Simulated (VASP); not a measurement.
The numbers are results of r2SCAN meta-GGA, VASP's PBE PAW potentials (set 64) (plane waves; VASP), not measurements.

The input files of a VASP run:

### KPOINTS
```
Automatic mesh
0
G
14 14 14
0 0 0
```

### POSCAR
```
S
1.0
  0.0000000000   1.9935412562   1.9935412562
  1.9935412562   0.0000000000   1.9935412562
  1.9935412562   1.9935412562   0.0000000000
S
1
direct
  0.0000000000   1.0000000000   0.0000000000
```

### INCAR
```
# general
SYSTEM  = S
PREC    = Accurate
ENCUT   = 400   # plane-wave cut-off (eV)
LREAL   = .FALSE.
LASPH   = .TRUE.

# electronic loop
EDIFF   = 1E-6   # SCF stop (eV)
NELM    = 100   # most electronic steps
ALGO    = Normal
LMIXTAU = .TRUE.

# smearing
ISMEAR  = 1   # Methfessel-Paxton
SIGMA   = 0.1   # width (eV)

# functional
METAGGA = R2SCAN

# ions
IBRION  = 2   # conjugate gradients
NSW     = 60   # most ionic steps
ISIF    = 3   # ions, shape and volume
EDIFFG  = -0.01

# output
LWAVE   = .FALSE.
LCHARG  = .FALSE.
```

POTCAR, in this order: S (PBE.64 set). Program: vasp_std.

Output of the run:

File OSZICAR:
```
       N       E                     dE             d eps       ncg     rms          rms(c)
DAV:   1     0.215732367425E+01    0.21573E+01   -0.25349E+03  1519   0.583E+02
DAV:   2    -0.797610245345E+01   -0.10133E+02   -0.97252E+01  2184   0.765E+01
DAV:   3    -0.815242901675E+01   -0.17633E+00   -0.17601E+00  1659   0.104E+01
DAV:   4    -0.815283447516E+01   -0.40546E-03   -0.40545E-03  2520   0.542E-01
DAV:   5    -0.815283450506E+01   -0.29899E-07   -0.30838E-07  1701   0.445E-03    0.754E+00
DAV:   6    -0.634568959171E+01    0.18071E+01   -0.41006E-01  1666   0.555E+00    0.438E+00
DAV:   7    -0.733579322327E+01   -0.99010E+00   -0.32954E-01  1673   0.554E+00    0.102E+00
DAV:   8    -0.654757036265E+01    0.78822E+00   -0.24329E-01  1673   0.467E+00    0.924E-02
DAV:   9    -0.655315729133E+01   -0.55869E-02   -0.34828E-03  2058   0.632E-01    0.415E-02
DAV:  10    -0.655285754204E+01    0.29975E-03   -0.11189E-03  1869   0.404E-01    0.451E-02
DAV:  11    -0.655339179399E+01   -0.53425E-03   -0.20449E-04  1792   0.160E-01    0.929E-03
DAV:  12    -0.655347673394E+01   -0.84940E-04   -0.62003E-05  1883   0.859E-02    0.715E-03
DAV:  13    -0.655346833195E+01    0.84020E-05   -0.23549E-06  1988   0.179E-02    0.256E-03
DAV:  14    -0.655346819780E+01    0.13415E-06   -0.21088E-08  1120   0.172E-03
   1 F= -.65534682E+01 E0= -.65530180E+01  d E =-.655347E+01
       N       E                     dE             d eps       ncg     rms          rms(c)
DAV:   1    -0.655373533501E+01   -0.26700E-03   -0.94094E-03  1484   0.679E-01    0.132E-01
DAV:   2    -0.655355865690E+01    0.17668E-03   -0.40548E-04  1757   0.173E-01    0.593E-02
DAV:   3    -0.655350882971E+01    0.49827E-04   -0.17496E-04  1526   0.125E-01    0.248E-02
DAV:   4    -0.655355055670E+01   -0.41727E-04   -0.17752E-05  1806   0.359E-02    0.153E-02
DAV:   5    -0.655354686575E+01    0.36909E-05   -0.29780E-06  1561   0.215E-02    0.230E-03
DAV:   6    -0.655355542840E+01   -0.85627E-05   -0.15493E-06  1568   0.160E-02    0.157E-03
DAV:   7    -0.655355263458E+01    0.27938E-05   -0.19094E-07   840   0.550E-03    0.902E-04
DAV:   8    -0.655355279886E+01   -0.16428E-06   -0.36505E-08   819   0.230E-03
   2 F= -.65535528E+01 E0= -.65531019E+01  d E =-.846011E-04
```

### OUTCAR
```
------------------------ aborting loop because EDIFF is reached ----------------------------------------
  FORCE on cell =-STRESS in cart. coord.  units (eV):
  Direction    XX          YY          ZZ          XY          YZ          ZX
  --------------------------------------------------------------------------------------
  Total       -0.0014772     -0.0014772     -0.0014772      0.0000000     -0.0000000      0.0000000
  in kB       -0.1486594     -0.1486594     -0.1486594      0.0000000     -0.0000000      0.0000000
  external PRESSURE =      -0.1486594 kB  Pullay stress =       0.0000000 kB
  volume of cell :       15.92
      direct lattice vectors                 reciprocal lattice vectors
    -0.000000000  1.996698965  1.996698965    -0.250413311  0.250413311  0.250413311
     1.996698965 -0.000000000  1.996698965     0.250413311 -0.250413311  0.250413311
     1.996698965  1.996698965  0.000000000     0.250413311  0.250413311 -0.250413311
 POSITION                                       TOTAL-FORCE (eV/Angst)
 -----------------------------------------------------------------------------------
      0.00000      0.00000      0.00000         0.000000      0.000000      0.000000
 -----------------------------------------------------------------------------------
    total drift:                                0.000000     -0.000000      0.000000
  FREE ENERGIE OF THE ION-ELECTRON SYSTEM (eV)
  ---------------------------------------------------
  free  energy   TOTEN  =        -6.5535527989 eV

  energy  without entropy=       -6.5521999607  energy(sigma->0) =       -6.55310185

 reached required accuracy - stopping structural energy minimisation
```
(Selected blocks of OUTCAR.)

File CONTCAR:
```
S
   1.00000000000000
    -0.0000000000000000    1.9966989654923284    1.9966989654923284
     1.9966989654923284   -0.0000000000000000    1.9966989654923284
     1.9966989654923284    1.9966989654923284    0.0000000000000000
  S
     1
Direct
     0.0000000000000000    0.0000000000000000    0.0000000000000000
```

The structure was generated: S was put into the fcc type (Fm-3m), which need not be its known phase. This run relaxes it. Symmetry was kept, so distortions that lower it aren't found. The start is the result of an earlier pass.
